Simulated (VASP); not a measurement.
VASP runs on CsCl (CsCl type) share one base input (PBE GGA, plane waves, VASP's PBE PAW potentials (set 64)) and change the settings named in each case.

**INCAR**
```
! general
SYSTEM  = CsCl
PREC    = Accurate
ENCUT   = 400   ! plane-wave cut-off (eV)
LREAL   = .FALSE.
LASPH   = .TRUE.   ! aspherical one-centre terms

! electronic loop
EDIFF   = 1E-6
NELM    = 100   ! most electronic steps
ALGO    = Normal   ! blocked Davidson
LMAXMIX = 4   ! l cut-off of mixed one-centre charges

! smearing
ISMEAR  = 0   ! Gaussian
SIGMA   = 0.05   ! width (eV)

! functional
GGA     = PE

! ions
ISIF    = 2

! output
LWAVE   = .FALSE.
LCHARG  = .FALSE.
```

**POSCAR**
```
CsCl
4.20240
  1.0000000000   0.0000000000   0.0000000000
  0.0000000000   1.0000000000   0.0000000000
  0.0000000000   0.0000000000   1.0000000000
Cs Cl
1 1
Cart
  0.0000000000   0.0000000000   0.0000000000
  0.5000000000   0.5000000000   0.5000000000
```

KPOINTS:
```
Regular mesh
0
Gamma
6 6 6
0 0 0
```

POTCAR, in this order: Cs_sv Cl (PBE.64 set). Program: vasp_std.

```csv
change,E(σ→0) (eV/atom),pressure (GPa),gap on the mesh (eV)
base run,-3.2705,0.04,5.01
GGA = RE,-3.0730,1.33,5.26
IVDW = 12,-3.4672,-0.75,5.01
GGA = PS,-3.4081,…,…
GGA = 91,-3.3007,-0.08,5.02
IVDW = 13,-3.4120,-0.53,5.01
GGA = RP,-3.0613,1.70,5.32
```

Question: What belongs in the gaps?

Answer: 
- GGA = PS, pressure (GPa): -1.37
- GGA = PS, gap on the mesh (eV): 4.81

Energies of different potentials or functionals have different zeros. Unless said otherwise, spin-orbit coupling is left out, though it shifts the bands of the heavy elements here.

Left out are runs that ran out of time, are held back, or changed the cell or the kind of run, fixed moments of cells without a moment, rows past the twelfth, gaps on odd meshes, pressures of charged cells and columns that move by less than the noise.

The compound is CsCl in the CsCl type structure. The cell was not relaxed at this level.
